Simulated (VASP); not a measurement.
Data:

```xyz
2
Lattice="0.0000 2.6066 2.6066 2.6066 0.0000 2.6066 2.6066 2.6066 0.0000" Properties=species:S:1:pos:R:3 pbc="T T T"
Cu     0.0000     0.0000     0.0000
Cl     1.3033     1.3033     1.3033
```

Calculation: LDA (Ceperley-Alder, Perdew-Zunger), VASP's LDA PAW potentials (set 64) (plane waves; VASP). Settings: 520 eV cut-off, 10×10×10 Γ-centred mesh, tetrahedra with Blöchl corrections, potentials Cu Cl.

Q: Estimate the energy per atom (σ→0), band gap (on the k-mesh) with the smallest direct gap where there is one.

A: 
```json
{
 "band gap (on the k-mesh)": "0.66 eV",
 "smallest direct gap (on the k-mesh)": "0.66 eV",
 "energy per atom (σ→0)": "-3.902 eV/atom"
}
```

Only differences to runs with the same potentials and settings are physical.

The compound is CuCl in the zinc blende structure. It was relaxed first, which changed the volume by -11 %.
